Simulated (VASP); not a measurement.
# Bi2Se3 (Paraguanajuatite): what moves the LDA gap besides the functional

How far does the LDA gap of Bi2Se3 (Paraguanajuatite) depend on cutoff, mesh and cell? The starting structure is a measured crystal structure from the Crystallography Open Database. The atoms were first relaxed with LDA in that cell, in a run that isn't shown, and the relaxed structure is the one below.

Calculated with VASP 6.6.1; Kohn-Sham DFT with plane waves and PAW; LDA.

## Step 1: Starting point

The structure is trigonal, space group R-3m (No. 166). The conventional cell has a = 4.143 Å, b = 4.143 Å, c = 28.636 Å, α = 90.00°, β = 90.00°, γ = 120.00°. Nearest to Bi lie 6 Se at 2.86 to 3.06 Å. Se has 3 Bi at 2.86 Å nearest. Nearest to Se lie 6 Bi at 3.06 Å. Farther neighbours and most contacts between anions are not listed.

As a file:

```cif
data_structure
_symmetry_space_group_name_H-M 'P 1'
_symmetry_Int_Tables_number 1
_cell_length_a 4.1430
_cell_length_b 4.1430
_cell_length_c 9.8405
_cell_angle_alpha 90.000
_cell_angle_beta 102.152
_cell_angle_gamma 120.000
_cell_volume 141.89
loop_
_atom_site_label
_atom_site_type_symbol
_atom_site_fract_x
_atom_site_fract_y
_atom_site_fract_z
_atom_site_occupancy
Bi1 Bi 0.20014 0.60007 0.80021 1
Bi2 Bi 0.79986 0.39993 0.19979 1
Se3 Se 0.57540 0.78770 0.36310 1
Se4 Se 0.42460 0.21230 0.63690 1
Se5 Se 0.00000 0.00000 0.00000 1
```

## Step 2: Reference bands

INCAR

```
SYSTEM = Bi2Se3
PREC = Accurate
ENCUT = 350
EDIFF = 1E-06
NELM = 100
ISMEAR = 0
SIGMA = 0.03
LREAL = .FALSE.
ALGO = Normal
GGA = CA
NBANDS = 39
LORBIT = 11
LWAVE = .FALSE.
LCHARG = .FALSE.
KPAR = 8
LASPH = .TRUE.
```

POSCAR

```
Bi2Se3
1.0
   -4.1430000000      0.0000000000      0.0000000000
    2.0715000000     -3.5879432479      0.0000000000
    2.0715000000      1.1959810826      9.5453333333
Bi Se
2 3
Direct
    0.2001387803      0.6000693902      0.8002081705
    0.7998612197      0.3999306098      0.1997918295
    0.5753992533      0.7876996266      0.3630988799
    0.4246007467      0.2123003734      0.6369011201
    0.0000000000      0.0000000000      0.0000000000
```

KPOINTS

```
Automatic mesh
0
Gamma
6 6 6
0 0 0
```

KPOINTS_OPT

```
Line mode
8
Line-mode
Reciprocal
  0.00000000   0.00000000   0.00000000 GAMMA
  0.00000000  -0.50000000   0.00000000 L

  0.00000000  -0.50000000   0.00000000 L
 -0.35426507  -0.32286747   0.17713253 B1

 -0.32286747  -0.32286747  -0.17713253 B
  0.00000000   0.00000000  -0.50000000 Z

  0.00000000   0.00000000  -0.50000000 Z
  0.00000000   0.00000000   0.00000000 GAMMA

  0.00000000   0.00000000   0.00000000 GAMMA
 -0.33856627  -0.33856627   0.33856627 X

 -0.33856627  -0.32286747   0.00000000 Q
 -0.50000000   0.00000000   0.00000000 F

 -0.50000000   0.00000000   0.00000000 F
 -0.48430120   0.00000000  -0.17713253 P1

 -0.48430120   0.00000000  -0.17713253 P1
  0.00000000   0.00000000  -0.50000000 Z

  0.00000000  -0.50000000   0.00000000 L
  0.00000000  -0.48430120  -0.33856627 P
```

PAW data sets: Bi_d and Se (LDA family, release 64).

Started as:

```bash
mpirun -np 8 vasp_std
```

The program printed:

```text
[banner, memory and clock lines left out]
running    8 mpi-ranks, on    1 nodes
 distrk:  each k-point on    1 cores,    8 groups
 distr:  one band on    1 cores,    1 groups

 POSCAR found type information on POSCAR BiSe
 POSCAR found :  2 types and       5 ions
|                                                                             |
|           W    W    AA    RRRRR   N    N  II  N    N   GGGG   !!!           |
|           W    W   A  A   R    R  NN   N  II  NN   N  G    G  !!!           |
|           W    W  A    A  R    R  N N  N  II  N N  N  G       !!!           |
|           W WW W  AAAAAA  RRRRR   N  N N  II  N  N N  G  GGG   !            |
|           WW  WW  A    A  R   R   N   NN  II  N   NN  G    G                |
|           W    W  A    A  R    R  N    N  II  N    N   GGGG   !!!           |
|                                                                             |
|     For optimal performance we recommend to set                             |
|       NCORE = 2 up to number-of-cores-per-socket                            |
|     NCORE specifies how many cores store one orbital (NPAR=cpu/NCORE).      |
|     This setting can greatly improve the performance of VASP for DFT.       |
|     The default, NCORE=1 might be grossly inefficient on modern             |
|     multi-core architectures or massively parallel machines. Do your        |
|     Unfortunately you need to use the default for GW and RPA                |
|     calculations (for HF NCORE is supported but not extensively tested      |
|     yet).                                                                   |
|                                                                             |

 LDA part: xc-table for (Slater(with rela. corr.)+CA(PZ))
 , standard interpolation
 POSCAR, INCAR and KPOINTS ok, starting setup
 FFT: planning ... GRIDC
 FFT: planning ... GRID_SOFT
 FFT: planning ... GRID
 WAVECAR not read
 entering main loop
       N       E                     dE             d eps       ncg     rms          rms(c)
DAV:   1     0.405498960482E+03    0.40550E+03   -0.17780E+04  2496   0.966E+02
DAV:   2     0.224009792674E+02   -0.38310E+03   -0.36130E+03  2612   0.299E+02
DAV:   3    -0.224616014750E+02   -0.44863E+02   -0.43439E+02  3082   0.117E+02
DAV:   4    -0.241368586338E+02   -0.16753E+01   -0.16690E+01  2955   0.252E+01
DAV:   5    -0.241972217395E+02   -0.60363E-01   -0.60357E-01  3522   0.438E+00    0.527E+00
DAV:   6    -0.234141983960E+02    0.78302E+00   -0.72795E-01  3550   0.596E+00    0.329E+00
DAV:   7    -0.234021446633E+02    0.12054E-01   -0.26905E-01  2862   0.195E+00    0.176E+00
DAV:   8    -0.233973346671E+02    0.48100E-02   -0.36624E-02  2969   0.899E-01    0.486E-01
DAV:   9    -0.233965700374E+02    0.76463E-03   -0.23404E-03  3271   0.270E-01    0.107E-01
DAV:  10    -0.233965686485E+02    0.13890E-05   -0.39205E-04  2956   0.954E-02    0.483E-02
DAV:  11    -0.233965717383E+02   -0.30898E-05   -0.49489E-05  3146   0.422E-02    0.218E-02
DAV:  12    -0.233965748249E+02   -0.30866E-05   -0.18966E-05  2661   0.172E-02    0.685E-03
DAV:  13    -0.233965746254E+02    0.19947E-06   -0.12782E-06  2050   0.698E-03
   1 F= -.23396575E+02 E0= -.23396567E+02  d E =-.156615E-04
 Start KPOINTS_OPT (optional k-point list driver)
k-point batch [1-32\72]
       N       E                     dE             ncg
DAV:   1     0.121856649200E+04   -0.19598E+05     2496
DAV:   2    -0.109427461210E+05   -0.12161E+05     2604
DAV:   3    -0.123717432880E+05   -0.14290E+04     3067
DAV:   4    -0.124253242327E+05   -0.53581E+02     2948
DAV:   5    -0.124272494662E+05   -0.19252E+01     3557
DAV:   6    -0.124272866640E+05   -0.37198E-01     3323
DAV:   7    -0.124272874466E+05   -0.78268E-03     3581
DAV:   8    -0.124272874582E+05   -0.11598E-04     3084
DAV:   9    -0.124272874585E+05   -0.29950E-06     1910
[...]
k-point batch [65-72\72]
       N       E                     dE             ncg
DAV:   1     0.240989379792E+05   -0.93603E+04      624
DAV:   2     0.211116387348E+05   -0.29873E+04      664
DAV:   3     0.207774488584E+05   -0.33419E+03      751
DAV:   4     0.207659360166E+05   -0.11513E+02      744
DAV:   5     0.207654551465E+05   -0.48087E+00      914
DAV:   6     0.207654481984E+05   -0.69481E-02      824
DAV:   7     0.207654480162E+05   -0.18219E-03      921
DAV:   8     0.207654480134E+05   -0.27857E-05      736
DAV:   9     0.207654480133E+05   -0.10388E-06      473
```

Elapsed: 26 s, on 8 MPI ranks of AMD EPYC 7R43, shared host; peak memory 2 GiB.

Lines that name or quote the potential files are left out of all logs, and their timing lines are given in words.

From OUTCAR (step 2):

```text
ion  position               nearest neighbor table
   1  0.200  0.600  0.800-   4 2.86   4 2.86   4 2.86   5 3.06   5 3.06   5 3.06
   2  0.800  0.400  0.200-   3 2.86   3 2.86   3 2.86   5 3.06   5 3.06   5 3.06
   3  0.575  0.788  0.363-   2 2.86   2 2.86   2 2.86
   4  0.425  0.212  0.637-   1 2.86   1 2.86   1 2.86
   5  0.000  0.000  0.000-   1 3.06   2 3.06   2 3.06   1 3.06   2 3.06   1 3.06

  LATTYP: Found a trigonal (rhomboedric) cell.
 ALAT       =     9.8404710987
 COS(alpha) =     0.9113725833

 Subroutine GETGRP returns: Found 12 space group operations
 (whereof 12 operations were pure point group operations)

The static configuration has the point symmetry D_3d.

 Found     32 irreducible k-points:

   k-points           NKPTS =     32   k-points in BZ     NKDIM =     32   number of bands    NBANDS=     39

   dimension x,y,z NGX =    28 NGY =   28 NGZ =   60
   dimension x,y,z NGXF=    56 NGYF=   56 NGZF=  120

   ENCUT  =  350.0 eV  25.72 Ry    5.07 a.u.   6.32  6.32 15.01*2*pi/ulx,y,z

   NELECT =      48.0000    total number of electrons

 k-points in reciprocal lattice and weights: Automatic mesh
   0.00000000  0.00000000  0.00000000       0.005
   0.16666667  0.00000000 -0.00000000       0.028
   0.33333333 -0.00000000 -0.00000000       0.028
   0.50000000 -0.00000000 -0.00000000       0.014
   0.00000000  0.16666667 -0.00000000       0.028
   0.16666667  0.16666667 -0.00000000       0.056
   0.33333333  0.16666667 -0.00000000       0.056
   0.00000000  0.33333333 -0.00000000       0.028
   0.16666667  0.33333333 -0.00000000       0.056
[...]
0.16666667  0.16666667  0.33333333       0.028
   0.00000000  0.00000000  0.50000000       0.005

 average (electrostatic) potential at core
       1-106.3662       2-106.3662       3 -59.3693       4 -59.3693       5 -59.2545

 E-fermi :   4.8739

 k-point     1 :       0.0000    0.0000    0.0000
  band No.  band energies     occupation
    ...
     20       3.0172      2.00000
     21       3.0172      2.00000
     22       3.6317      2.00000
     23       3.6317      2.00000
     24       4.8284      1.96815
     25       4.9195      0.03185
     26       6.1540      0.00000
     27       6.1540      0.00000
     28       6.8835      0.00000
     29       7.5096      0.00000
    ...

 k-point     2 :       0.1667    0.0000   -0.0000
  band No.  band energies     occupation
    ...
     20       2.9913      2.00000
     21       3.1915      2.00000
     22       3.4728      2.00000
     23       3.9589      2.00000
     24       4.2227      2.00000
     25       6.0259      0.00000
     26       6.4234      0.00000
     27       6.7105      0.00000
     28       7.1019      0.00000
     29       7.7286      0.00000
    ...

 k-point     3 :       0.3333   -0.0000   -0.0000
  band No.  band energies     occupation
    ...
     20       2.4861      2.00000
     21       2.5884      2.00000
     22       3.1916      2.00000
     23       3.3028      2.00000
     24       3.5183      2.00000
     25       6.3830      0.00000
     26       7.2570      0.00000
     27       7.6036      0.00000
     28       7.7021      0.00000
     29       8.1566      0.00000
    ...

  Total       -1.6264009     -1.6264009     -1.5269681     -0.0000000      0.0000000      0.0000000
  in kB      -18.3648169    -18.3648169    -17.2420517     -0.0000000      0.0000000      0.0000000
  external PRESSURE =     -17.9905618 kB  Pullay stress =       0.0000000 kB

  energy-cutoff  :      350.00
  volume of cell :      141.89
      direct lattice vectors                 reciprocal lattice vectors
    -4.143000000  0.000000000  0.000000000    -0.241370987 -0.139355604  0.069842157
     2.071500000 -3.587943248  0.000000000     0.000000000 -0.278711209  0.034921078
     2.071500000  1.195981083  9.545333333     0.000000000  0.000000000  0.104763235

 POSITION                                       TOTAL-FORCE (eV/Angst)
 -----------------------------------------------------------------------------------
      2.07150     -1.19598      7.63825         0.000000     -0.000000      0.006096
     -2.07150     -1.19598      1.90708        -0.000000      0.000000     -0.006096
     -0.00000     -2.39196      3.46590        -0.000000     -0.000000      0.002950
      0.00000     -0.00000      6.07943         0.000000      0.000000     -0.002950
      0.00000      0.00000      0.00000         0.000000      0.000000      0.000000
 -----------------------------------------------------------------------------------
    total drift:                               -0.000000      0.000000     -0.000000

  FREE ENERGIE OF THE ION-ELECTRON SYSTEM (eV)
  ---------------------------------------------------
  free  energy   TOTEN  =       -23.3965746254 eV

  energy  without entropy=      -23.3965589640  energy(sigma->0) =      -23.39656679

 total charge
# of ion       s       p       d       tot
------------------------------------------
    1        1.618   1.088   9.958  12.664
    2        1.618   1.088   9.958  12.664
    3        1.496   2.252   0.023   3.771
    4        1.496   2.252   0.023   3.771
    5        1.479   2.315   0.022   3.815
--------------------------------------------------
tot          7.707   8.996  19.983  36.685

[... 3 further parts left out ...]
```

Spin-orbit coupling is off here; with elements this heavy it can split and shift levels by tenths of an eV, and by up to about 1 eV where a band edge is a 6p state.

The reference gap is 0.091 eV.

## Step 3: Bands with cell and atoms relaxed by LDA

Against step 2 the input has another starting structure. The cell comes from a relaxation at this level, not shown (135.92 Å³).

INCAR is that of step 2.

POSCAR

```
Bi2Se3
1.0
   -4.1074222151      0.0000000000      0.0000000000
    2.0537111075     -3.5571319823      0.0000000000
    2.0537111075      1.1857106607      9.3030857177
Bi Se
2 3
Direct
    0.1974731306      0.5987365653      0.7962096959
    0.8025268694      0.4012634347      0.2037903041
    0.5815975124      0.7907987562      0.3723962686
    0.4184024876      0.2092012438      0.6276037314
    0.0000000000      0.0000000000      0.0000000000
```

KPOINTS is that of step 2.

KPOINTS_OPT

```
Line mode
8
Line-mode
Reciprocal
  0.00000000   0.00000000   0.00000000 GAMMA
  0.00000000  -0.50000000   0.00000000 L

  0.00000000  -0.50000000   0.00000000 L
 -0.35499252  -0.32250374   0.17749626 B1

 -0.32250374  -0.32250374  -0.17749626 B
  0.00000000   0.00000000  -0.50000000 Z

  0.00000000   0.00000000  -0.50000000 Z
  0.00000000   0.00000000   0.00000000 GAMMA

  0.00000000   0.00000000   0.00000000 GAMMA
 -0.33874813  -0.33874813   0.33874813 X

 -0.33874813  -0.32250374   0.00000000 Q
 -0.50000000   0.00000000   0.00000000 F

 -0.50000000   0.00000000   0.00000000 F
 -0.48375561   0.00000000  -0.17749626 P1

 -0.48375561   0.00000000  -0.17749626 P1
  0.00000000   0.00000000  -0.50000000 Z

  0.00000000  -0.50000000   0.00000000 L
  0.00000000  -0.48375561  -0.33874813 P
```

Started as:

```bash
mpirun -np 8 vasp_std
```

The program printed:

```text
[banner, memory and clock lines left out]
running    8 mpi-ranks, on    1 nodes
[...]
[... a notice as in an earlier step ...]

 LDA part: xc-table for (Slater(with rela. corr.)+CA(PZ))
 , standard interpolation
 POSCAR, INCAR and KPOINTS ok, starting setup
[...]
entering main loop
       N       E                     dE             d eps       ncg     rms          rms(c)
DAV:   1     0.406755275150E+03    0.40676E+03   -0.17941E+04  2504   0.987E+02
DAV:   2     0.229567221562E+02   -0.38380E+03   -0.36185E+03  2572   0.302E+02
DAV:   3    -0.223752365247E+02   -0.45332E+02   -0.43774E+02  3168   0.117E+02
DAV:   4    -0.241114562630E+02   -0.17362E+01   -0.17281E+01  2969   0.251E+01
[...]
DAV:  11    -0.234277103402E+02   -0.29838E-05   -0.51767E-05  3032   0.420E-02    0.245E-02
DAV:  12    -0.234277138651E+02   -0.35249E-05   -0.19334E-05  2743   0.168E-02    0.681E-03
DAV:  13    -0.234277136198E+02    0.24536E-06   -0.13283E-06  1950   0.858E-03
   1 F= -.23427714E+02 E0= -.23427654E+02  d E =-.118304E-03
 Start KPOINTS_OPT (optional k-point list driver)
k-point batch [1-32\72]
       N       E                     dE             ncg
DAV:   1     0.209043761796E+04   -0.19245E+05     2496
DAV:   2    -0.102199032286E+05   -0.12310E+05     2589
DAV:   3    -0.116925659489E+05   -0.14727E+04     3036
DAV:   4    -0.117484423752E+05   -0.55876E+02     2969
DAV:   5    -0.117504568418E+05   -0.20145E+01     3538
DAV:   6    -0.117504896041E+05   -0.32762E-01     3314
DAV:   7    -0.117504902567E+05   -0.65259E-03     3585
DAV:   8    -0.117504902672E+05   -0.10526E-04     3107
DAV:   9    -0.117504902675E+05   -0.28497E-06     1870
[...]
k-point batch [65-72\72]
       N       E                     dE             ncg
DAV:   1     0.243415742422E+05   -0.90446E+04      624
DAV:   2     0.212603164778E+05   -0.30813E+04      655
DAV:   3     0.209131495051E+05   -0.34717E+03      737
DAV:   4     0.209009233342E+05   -0.12226E+02      752
DAV:   5     0.209004309301E+05   -0.49240E+00      929
DAV:   6     0.209004237543E+05   -0.71759E-02      817
DAV:   7     0.209004235768E+05   -0.17752E-03      922
DAV:   8     0.209004235740E+05   -0.28011E-05      745
DAV:   9     0.209004235739E+05   -0.79799E-07      481
```

Run time: 27 s. Hardware: 8 MPI ranks; peak memory 1.9 GiB; 3.5 min of CPU time.

Parts of OUTCAR (step 3):

```text
  Total       -0.2507449     -0.2507449     -0.2651134     -0.0000000      0.0000000      0.0000000
  in kB       -2.9556050     -2.9556050     -3.1249709     -0.0000000      0.0000000      0.0000000
  external PRESSURE =      -3.0120603 kB  Pullay stress =       0.0000000 kB

 POSITION                                       TOTAL-FORCE (eV/Angst)
 -----------------------------------------------------------------------------------
      2.05371     -1.18571      7.40721         0.000000      0.000000     -0.001875
     -2.05371     -1.18571      1.89588        -0.000000     -0.000000      0.001875
     -0.00000     -2.37142      3.46443        -0.000000     -0.000000      0.005209
     -0.00000     -0.00000      5.83865         0.000000      0.000000     -0.005209
      0.00000      0.00000      0.00000        -0.000000      0.000000     -0.000000
 -----------------------------------------------------------------------------------
    total drift:                               -0.000000     -0.000000     -0.000000

  FREE ENERGIE OF THE ION-ELECTRON SYSTEM (eV)
  ---------------------------------------------------
  free  energy   TOTEN  =       -23.4277136198 eV

  energy  without entropy=      -23.4275953160  energy(sigma->0) =      -23.42765447

[... 1 part as in an earlier step ...]

[... 2 further parts left out ...]
[key lines of the parts left out:]
E-fermi :   5.4499
```

With cell and atoms relaxed by LDA the gap is 0.032 eV, -0.059 eV from the reference.

## Step 4: Bands with no band path

Against step 2 the input has no band path (also changed: NBANDS).

INCAR: that of step 3 with these lines changed.

```diff
@@ -10,3 +10,3 @@
 GGA = CA
-NBANDS = 39
+NBANDS = 30
 LORBIT = 11
```

POSCAR

```
Bi2Se3
1.0
   -4.1430000000      0.0000000000      0.0000000000
    2.0715000000     -3.5879432479      0.0000000000
    2.0715000000      1.1959810826      9.5453333333
Bi Se
2 3
Direct
    0.2001387803      0.6000693902      0.8002081705
    0.7998612197      0.3999306098      0.1997918295
    0.5753992533      0.7876996266      0.3630988799
    0.4246007467      0.2123003734      0.6369011201
    0.0000000000      0.0000000000      0.0000000000
```

KPOINTS is that of step 3.

Started as:

```bash
mpirun -np 8 vasp_std
```

The program printed:

```text
[... set-up lines as in an earlier step ...]
 entering main loop
       N       E                     dE             d eps       ncg     rms          rms(c)
DAV:   1     0.400749522057E+03    0.40075E+03   -0.18674E+04  1920   0.125E+03
DAV:   2     0.201741259890E+02   -0.38058E+03   -0.36687E+03  2086   0.360E+02
DAV:   3    -0.225411635573E+02   -0.42715E+02   -0.41107E+02  2508   0.138E+02
DAV:   4    -0.241409482656E+02   -0.15998E+01   -0.15888E+01  2228   0.286E+01
[...]
DAV:  11    -0.233965698190E+02   -0.73068E-05   -0.15285E-04  2304   0.745E-02    0.314E-02
DAV:  12    -0.233965749123E+02   -0.50934E-05   -0.24662E-05  2220   0.268E-02    0.775E-03
DAV:  13    -0.233965746502E+02    0.26210E-06   -0.44464E-06  1954   0.189E-02
   1 F= -.23396575E+02 E0= -.23396567E+02  d E =-.156320E-04
```

Wall time 10 s (8 MPI ranks); peak memory 1.6 GiB.

Parts of OUTCAR (step 4):

```text
  Total       -1.6238218     -1.6238218     -1.5247825      0.0000000      0.0000000      0.0000000
  in kB      -18.3356937    -18.3356937    -17.2173732      0.0000000      0.0000000      0.0000000
  external PRESSURE =     -17.9629202 kB  Pullay stress =       0.0000000 kB

 POSITION                                       TOTAL-FORCE (eV/Angst)
 -----------------------------------------------------------------------------------
      2.07150     -1.19598      7.63825        -0.000000     -0.000000      0.005684
     -2.07150     -1.19598      1.90708         0.000000      0.000000     -0.005684
     -0.00000     -2.39196      3.46590        -0.000000     -0.000000      0.003135
      0.00000     -0.00000      6.07943         0.000000      0.000000     -0.003135
      0.00000      0.00000      0.00000         0.000000      0.000000      0.000000
 -----------------------------------------------------------------------------------
    total drift:                               -0.000000      0.000000     -0.000000

  FREE ENERGIE OF THE ION-ELECTRON SYSTEM (eV)
  ---------------------------------------------------
  free  energy   TOTEN  =       -23.3965746502 eV

  energy  without entropy=      -23.3965590183  energy(sigma->0) =      -23.39656683

[... 1 part as in an earlier step ...]

[... 2 further parts left out ...]
[key lines of the parts left out:]
E-fermi :   4.8739
```

With no band path the gap is 0.091 eV, +0.000 eV from the reference, read on the mesh alone.

(Continued in part 2 of 2.)

[Lines on the potential files, build, host, timing and source positions are cut from VASP's logs without a mark.]

[Logs are printed without paths, hosts, clocks, repeated set-up lines and the standing remarks that a program may print on its own settings, such as how far it seeks lower states.]

[Hosts, paths, dates, database ids (printed as entryN), source tags and the programs' standing remarks are cut or masked in the printed files.]
